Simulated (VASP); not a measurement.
Runs of VASP 6.6.1 on TiTe2. The structure is trigonal, space group P-3m1 (No. 164). The conventional cell has a = 3.696 Å, b = 3.696 Å, c = 6.373 Å, α = 90.00°, β = 90.00°, γ = 120.00°. Ti (site symmetry -3m) has 6 Te at 2.75 Å as nearest neighbours. Around Te (site symmetry 3m) lie 3 Ti at 2.75 Å. 

| task | level | potentials or basis | spin | cell | cutoff (eV) | k mesh for the DOS | occupations for the DOS | pressure (GPa) | largest force (eV/Å) |
| --- | --- | --- | --- | --- | --- | --- | --- | --- | --- |
| band structure | PBE | VASP PAW PBE potentials, release 64 (Ti_sv, Te) | off | P-3m1, 25.13 Å³/atom | 520 | - | - | 3.3 | 0.01 |
| relaxation of cell and atoms | PBE+D3(BJ) | VASP PAW PBE potentials, release 64 (Ti_sv, Te) | off | relaxed | 600 | - | - | 0.0 | 0.01 |
| band structure | r2SCAN | VASP PAW PBE potentials, release 64 (Ti_sv, Te) | off | P-3m1, 25.13 Å³/atom | 520 | - | - | 3.8 | (b) |
| band structure | PBE | VASP PAW PBE potentials, release 64 (Ti_sv, Te) | SOC, no magnetisation | P-3m1, 25.13 Å³/atom | 520 | - | - | 3.5 | - |
| band structure | LDA | VASP PAW LDA potentials, release 64 (Ti_sv, Te) | off | P-3m1, 25.13 Å³/atom | 520 | - | - | (a) | 0.30 |

Alike in all rows: k mesh 12 × 12 × 6; smearing methfessel-paxton 0.1 eV.

Estimate the missing entries.

(a) -2.0; (b) 0.26.

Caveats: this functional lacks dispersion, which binds the layers, so the pressure and a relaxed spacing across them are unreliable (some runs); the PAW data sets were made with another functional, which shifts forces and pressure a little (some runs).
